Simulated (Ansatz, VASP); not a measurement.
**Two plane-wave programs on CuAs**

The input INCAR:

```
SYSTEM = CuAs
PREC = Accurate ; ENCUT = 520
EDIFF = 1E-6 ; ISMEAR = 0
SIGMA = 0.15 ; LREAL = .FALSE.
LASPH = .TRUE. ; NELM = 60
ALGO = Normal ; ISIF = 2
LWAVE = .FALSE. ; LCHARG = .TRUE.
LELF = .TRUE. ; LVHAR = .TRUE.
NBANDS = 24
```

The input KPOINTS:

```
regular mesh
0
G
  12 12 8
  0 0 0
```

POSCAR

```
CuAs
1.0
    3.6033000000      0.0000000000      0.0000000000
   -1.8016500000      3.1205493375      0.0000000000
    0.0000000000      0.0000000000      5.1171000000
Cu As
2 2
Direct
    0.0000000000      0.0000000000      0.5000000000
    0.0000000000      0.0000000000      0.0000000000
    0.6666666667      0.3333333333      0.7500000000
    0.3333333333      0.6666666667      0.2500000000
```

Input for Ansatz:

```yaml
crystal:
  lattice:
    - [3.6033, 0.0, 0.0]
    - [-1.80165, 3.1205493375, 0.0]
    - [0.0, 0.0, 5.1171]
  atoms:
    - { symbol: Cu, position: [0.0, 0.0, 0.5] }
    - { symbol: Cu, position: [0.0, 0.0, 0.0] }
    - { symbol: As, position: [0.6666666667, 0.3333333333, 0.75] }
    - { symbol: As, position: [0.3333333333, 0.6666666667, 0.25] }
basis:
  ecutwfc: 520.0
kpoints:
  mp_grid: { grid: [12, 12, 8] }
hamiltonian:
  xc: lda
scf:
  occupations: { method: gaussian, width: 0.15 }
output:
  forces: true
  stress: true
  eigenvalues: true
```

Alike in both runs: task single point; functional LDA; k mesh 12 × 12 × 8; occupations gaussian, width 0.15 eV; no spin polarisation.

```csv
,VASP,Ansatz
version,VASP 6.6.1,Ansatz 0.2.0
potentials or method,"VASP PAW LDA potentials, release 64 (Cu, As)","scalar-relativistic, plane waves, PAW"
plane-wave cutoff (eV),520,520
valence electrons in the cell,32,68
```

Ansatz gave:

| Quantity | Value |
| --- | --- |
| gap on the k mesh at the Fermi level (eV) | none |
| pressure (GPa) | 6.6 |
| largest component of the traceless stress (GPa) | 6.89 |

What did VASP give for the same quantities?

gap on the k mesh at the Fermi level (eV): none; pressure (GPa): 7.2; largest component of the traceless stress (GPa): 6.83.

A gap of «none» marks a metal or a gap that the smearing closes. The two sets of potentials don't hold the same shells in valence.
